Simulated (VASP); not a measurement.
Level of theory: PBE GGA with D3 dispersion (Becke-Johnson damping), VASP's PBE PAW potentials (set 64) (plane waves; VASP).

A VASP calculation is set up with these files.

INCAR:
```
# general
SYSTEM   =  WS2
PREC     =  Accurate
ENCUT    =  520
LREAL    =  F   # projection in real space or not
LASPH    =  T   # aspherical one-centre terms

# electronic loop
EDIFF    =  1E-7
NELM     =  100   # most electronic steps
ALGO     =  Normal
LMAXMIX  =  6   # l cut-off of mixed one-centre charges

# smearing
ISMEAR   =  0
SIGMA    =  0.05

# functional
GGA      =  PE
IVDW     =  12

# ions
IBRION   =  2   # conjugate gradients
NSW      =  30
ISIF     =  4
EDIFFG   =  -0.01   # ionic stop

# output
LWAVE    =  F
LCHARG   =  F
```

File KPOINTS:
```
K-points
0
Gamma
 8 8 2
```

### POSCAR
```
WS2
1
    1.5610077076    -2.7037446388     0.0000000000
    1.5610077076     2.7037446388     0.0000000000
    0.0000000000     0.0000000000    11.9873139219
W S
2 4
Direct
  0.3333330000   0.6666670000   0.2500000000
  0.6666670000   0.3333330000   0.7500000000
  0.3333330000   0.6666670000   0.8800405126
  0.6666670000   0.3333330000   0.3800405126
  0.6666670000   0.3333330000   0.1199594874
  0.3333330000   0.6666670000   0.6199594874
```

POTCAR, in this order: W_sv S (PBE.64 set). Program: vasp_std.

Output

File OUTCAR:
```
 ion  position               nearest neighbor table
   1  0.333  0.667  0.250-   4 2.38   5 2.38   4 2.38   5 2.38   4 2.38   5 2.38
   2  0.667  0.333  0.750-   3 2.38   6 2.38   3 2.38   6 2.38   3 2.38   6 2.38
   3  0.333  0.667  0.880-   2 2.38   2 2.38   2 2.38
   4  0.667  0.333  0.380-   1 2.38   1 2.38   1 2.38
   5  0.667  0.333  0.120-   1 2.38   1 2.38   1 2.38
   6  0.333  0.667  0.620-   2 2.38   2 2.38   2 2.38
  LATTYP: Found a hexagonal cell.
 ALAT       =     3.1220153963
 C/A-ratio  =     3.8396075612
 Subroutine PRICEL returns:
 Original cell was already a primitive cell.
 Subroutine GETGRP returns: Found 24 space group operations
The static configuration has the point symmetry D_3d.
 The point group associated with its full space group is D_6h.
The dynamic configuration has the point symmetry D_3d.
 Subroutine INISYM returns: Found 24 space group operations
 Subroutine IBZKPT returns following result:
 Found     20 irreducible k-points:

 Following reciprocal coordinates:
            Coordinates               Weight
  0.000000  0.000000  0.000000      1.000000
  0.125000  0.000000  0.000000      6.000000
  0.250000  0.000000  0.000000      6.000000
  0.375000  0.000000  0.000000      6.000000
  0.500000  0.000000  0.000000      3.000000
  0.125000  0.125000  0.000000      6.000000
  0.250000  0.125000  0.000000     12.000000
  0.375000  0.125000  0.000000     12.000000
  0.250000  0.250000  0.000000      6.000000
  0.375000  0.250000  0.000000      6.000000
  0.000000  0.000000  0.500000      1.000000
  0.125000  0.000000  0.500000      6.000000
  0.250000  0.000000  0.500000      6.000000
  0.375000  0.000000  0.500000      6.000000
  0.500000  0.000000  0.500000      3.000000
  0.125000  0.125000  0.500000      6.000000
  0.250000  0.125000  0.500000     12.000000
  0.375000  0.125000  0.500000     12.000000
...
```

**OSZICAR**
```
       N       E                     dE             d eps       ncg     rms          rms(c)
DAV:   1     0.528797841575E+03    0.52880E+03   -0.29039E+04  1360   0.169E+03
DAV:   2    -0.142847754475E+02   -0.54308E+03   -0.53082E+03  1463   0.454E+02
DAV:   3    -0.487392733301E+02   -0.34454E+02   -0.33947E+02  1579   0.103E+02
DAV:   4    -0.495704591145E+02   -0.83119E+00   -0.82930E+00  1517   0.169E+01
DAV:   5    -0.495921344371E+02   -0.21675E-01   -0.21668E-01  1581   0.270E+00    0.410E+01
DAV:   6    -0.473674550929E+02    0.22247E+01   -0.12332E+01  1444   0.209E+01    0.183E+01
DAV:   7    -0.471479532862E+02    0.21950E+00   -0.34295E+00  1466   0.859E+00    0.651E+00
DAV:   8    -0.470423414642E+02    0.10561E+00   -0.57545E-01  1598   0.450E+00    0.220E+00
DAV:   9    -0.470441175660E+02   -0.17761E-02   -0.55551E-02  1617   0.123E+00    0.112E+00
DAV:  10    -0.470418045563E+02    0.23130E-02   -0.30561E-02  1553   0.109E+00    0.306E-01
DAV:  11    -0.470415890713E+02    0.21548E-03   -0.42670E-03  1504   0.405E-01    0.154E-01
DAV:  12    -0.470415544957E+02    0.34576E-04   -0.16717E-04  1524   0.882E-02    0.769E-02
DAV:  13    -0.470415590868E+02   -0.45912E-05   -0.12592E-04  1561   0.625E-02    0.294E-02
DAV:  14    -0.470415598221E+02   -0.73528E-06   -0.73549E-06  1581   0.157E-02    0.178E-02
DAV:  15    -0.470415596150E+02    0.20707E-06   -0.10924E-06  1465   0.617E-03    0.843E-03
DAV:  16    -0.470415597903E+02   -0.17525E-06   -0.11507E-06  1375   0.557E-03    0.861E-04
DAV:  17    -0.470415598042E+02   -0.13941E-07   -0.34922E-08   985   0.119E-03
   1 F= -.49744982E+02 E0= -.49744982E+02  d E =-.497450E+02
       N       E                     dE             d eps       ncg     rms          rms(c)
DAV:   1    -0.470551696441E+02   -0.13610E-01   -0.30799E+00  1268   0.778E+00    0.178E+00
DAV:   2    -0.470657552371E+02   -0.10586E-01   -0.16868E-01  1525   0.185E+00    0.795E-01
DAV:   3    -0.470642327852E+02    0.15225E-02   -0.11141E-02  1483   0.615E-01    0.551E-01
DAV:   4    -0.470637741513E+02    0.45863E-03   -0.37041E-03  1577   0.331E-01    0.214E-01
DAV:   5    -0.470637529565E+02    0.21195E-04   -0.52291E-04  1507   0.131E-01    0.342E-02
DAV:   6    -0.470637344727E+02    0.18484E-04   -0.73816E-05  1532   0.457E-02    0.316E-02
DAV:   7    -0.470637346599E+02   -0.18720E-06   -0.60834E-06  1534   0.123E-02    0.106E-02
DAV:   8    -0.470637341104E+02    0.54948E-06   -0.11522E-06  1356   0.498E-03    0.533E-03
DAV:   9    -0.470637339222E+02    0.18818E-06   -0.33135E-07  1174   0.291E-03    0.248E-03
DAV:  10    -0.470637338848E+02    0.37388E-07   -0.29623E-08   914   0.109E-03
   2 F= -.49768089E+02 E0= -.49768089E+02  d E =-.231071E-01
       N       E                     dE             d eps       ncg     rms          rms(c)
DAV:   1    -0.470646821152E+02   -0.94819E-03   -0.93132E-02  1289   0.134E+00    0.336E-01
DAV:   2    -0.470650028245E+02   -0.32071E-03   -0.49102E-03  1541   0.317E-01    0.134E-01
DAV:   3    -0.470649603196E+02    0.42505E-04   -0.22140E-04  1480   0.883E-02    0.985E-02
DAV:   4    -0.470649550369E+02    0.52828E-05   -0.11654E-04  1570   0.583E-02    0.270E-02
DAV:   5    -0.470649515237E+02    0.35131E-05   -0.32901E-05  1458   0.323E-02    0.576E-03
DAV:   6    -0.470649508137E+02    0.71005E-06   -0.30325E-06  1349   0.922E-03    0.707E-03
DAV:   7    -0.470649508664E+02   -0.52748E-07   -0.16823E-07  1015   0.235E-03
   3 F= -.49769144E+02 E0= -.49769144E+02  d E =-.241626E-01
       N       E                     dE             d eps       ncg     rms          rms(c)
DAV:   1    -0.471026281135E+02   -0.37677E-01   -0.16263E+00  1240   0.832E+00    0.141E+00
DAV:   2    -0.470785780177E+02    0.24050E-01   -0.16230E-01  1442   0.235E+00    0.816E-01
DAV:   3    -0.470746489912E+02    0.39290E-02   -0.85137E-03  1461   0.591E-01    0.339E-01
DAV:   4    -0.470724703281E+02    0.21787E-02   -0.78930E-03  1444   0.465E-01    0.177E-01
DAV:   5    -0.470723826866E+02    0.87641E-04   -0.60283E-04  1540   0.153E-01    0.933E-02
DAV:   6    -0.470723614279E+02    0.21259E-04   -0.11051E-04  1627   0.598E-02    0.250E-02
DAV:   7    -0.470723601708E+02    0.12571E-05   -0.18894E-05  1522   0.241E-02    0.196E-02
DAV:   8    -0.470723604473E+02   -0.27655E-06   -0.15685E-06  1489   0.740E-03    0.693E-03
DAV:   9    -0.470723605231E+02   -0.75792E-07   -0.23808E-07  1151   0.245E-03
   4 F= -.49777730E+02 E0= -.49777730E+02  d E =-.858554E-02
       N       E                     dE             d eps       ncg     rms          rms(c)
DAV:   1    -0.470823818645E+02   -0.10021E-01   -0.51009E-01  1240   0.466E+00    0.798E-01
DAV:   2    -0.470748913274E+02    0.74905E-02   -0.50808E-02  1442   0.131E+00    0.460E-01
DAV:   3    -0.470736626987E+02    0.12286E-02   -0.26698E-03  1454   0.330E-01    0.192E-01
DAV:   4    -0.470729726801E+02    0.69002E-03   -0.25964E-03  1444   0.266E-01    0.102E-01
DAV:   5    -0.470729456475E+02    0.27033E-04   -0.18511E-04  1518   0.846E-02    0.550E-02
DAV:   6    -0.470729387208E+02    0.69267E-05   -0.40811E-05  1638   0.357E-02    0.169E-02
DAV:   7    -0.470729380361E+02    0.68470E-06   -0.62416E-06  1547   0.143E-02    0.122E-02
DAV:   8    -0.470729380877E+02   -0.51605E-07   -0.46928E-07  1318   0.427E-03
   5 F= -.49778979E+02 E0= -.49778979E+02  d E =-.983511E-02
```

### OUTCAR
```
------------------------ aborting loop because EDIFF is reached ----------------------------------------
 Edisp (eV)   -2.70604
  FORCE on cell =-STRESS in cart. coord.  units (eV):
  Direction    XX          YY          ZZ          XY          YZ          ZX
  --------------------------------------------------------------------------------------
  Total       1.23897     1.23897     1.26718     0.00000     0.00000     0.00000
  in kB      19.61775    19.61775    20.06446     0.00000     0.00000     0.00000
  external pressure =       19.77 kB  Pullay stress =        0.00 kB
  volume of cell :      101.19
      direct lattice vectors                 reciprocal lattice vectors
     1.568818260 -2.717272909  0.000000000     0.318711232 -0.184008017  0.000000000
     1.568818260  2.717272909  0.000000000     0.318711232  0.184008017  0.000000000
    -0.000000000 -0.000000000 11.868250466    -0.000000000  0.000000000  0.084258417
 POSITION                                       TOTAL-FORCE (eV/Angst)
 -----------------------------------------------------------------------------------
      1.56882      0.90576      2.96706         0.000000      0.000000      0.000000
      1.56882     -0.90576      8.90119        -0.000000     -0.000000      0.000000
      1.56882      0.90576     10.47729        -0.000000     -0.000000      0.005199
      1.56882     -0.90576      4.54316        -0.000000      0.000000      0.005199
      1.56882     -0.90576      1.39096         0.000000     -0.000000     -0.005199
      1.56882      0.90576      7.32509        -0.000000     -0.000000     -0.005199
 -----------------------------------------------------------------------------------
    total drift:                               -0.000152      0.001122     -0.000035
  FREE ENERGIE OF THE ION-ELECTRON SYSTEM (eV)
  ---------------------------------------------------
  free  energy   TOTEN  =       -49.7789793507 eV

  energy  without entropy=      -49.7789793507  energy(sigma->0) =      -49.77897935

 reached required accuracy - stopping structural energy minimisation
```
(Selected blocks of OUTCAR.)

### CONTCAR
```
WS2
   1.00000000000000
     1.5688182596095950   -2.7172729089159731    0.0000000000000000
     1.5688182596095950    2.7172729089159731    0.0000000000000000
    -0.0000000000000000   -0.0000000000000000   11.8682504663067672
  W               S
     2     4
Direct
     0.3333330000000032    0.6666669999999968    0.2500000000000000
     0.6666669999999968    0.3333330000000032    0.7500000000000000
     0.3333330000000032    0.6666669999999968    0.8827996828347566
     0.6666669999999968    0.3333330000000032    0.3827996828347566
     0.6666669999999968    0.3333330000000032    0.1172003171652434
     0.3333330000000032    0.6666669999999968    0.6172003171652434
```

The compound is WS2 in the 2H layered structure. This cell is one point of a volume scan, at 0.97 of the reference volume. Symmetry was kept, so distortions that lower it aren't found.
